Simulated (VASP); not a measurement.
Input:

```yaml
crystal:
  lattice:
    - [3.97230, 0.00000, 0.00000]
    - [0.00000, 3.97230, 0.00000]
    - [0.00000, 0.00000, 3.97230]
  atoms:
    - { symbol: Tl, position: [0.00000, 0.00000, 0.00000] }
    - { symbol: Br, position: [0.50000, 0.50000, 0.50000] }
```

All values below come from rev-vdW-DF2, VASP's PBE PAW potentials (set 64) (plane waves; VASP). Run with 520 eV cut-off, Gaussian smearing of 0.050 eV, potentials Tl_d Br.

Unless said otherwise, spin-orbit coupling is left out, though it shifts the bands of the heavy elements here.

**Question.** What does the run give for the band gap (along the path) with the smallest direct gap where there is one?

**Answer.** 
The band gap (along the path) is 1.81 eV and the smallest direct gap (along the path) is 1.81 eV.

The absolute energy has meaning only against runs of the same code, potentials and settings.

The compound is TlBr in the CsCl type structure. It was relaxed first.
